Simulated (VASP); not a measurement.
Data:

```
CELL_PARAMETERS angstrom
      4.42201     0.00000     0.00000
     -2.21101     3.82958     0.00000
      0.00000     0.00000    13.91311
ATOMIC_POSITIONS crystal
  Al 0.00000 0.00000 0.50000
  Al 0.66667 0.33333 0.50000
```

All values below come from PBEsol GGA, VASP's PBE PAW potentials (set 64) (plane waves; VASP). Settings: 400 eV cut-off, Gaussian smearing of 0.050 eV, potentials Al.

The cell holds a wide vacuum, so values per volume refer to the whole cell.

Q: Give the energies of bands 1 to 6 at the high-symmetry points, in eV from the Fermi level.

A: 
```csv
band,Γ,M,K
1,-6.88,-5.10,-4.29
2,-0.95,-3.83,-4.29
3,0.94,-0.19,-1.78
4,0.94,0.81,1.59
5,3.13,2.03,1.59
6,3.21,2.31,4.32
```

It has no gap at this level: it comes out as a metal or semimetal.

The cell is a sheet with vacuum, built from a generated structure.
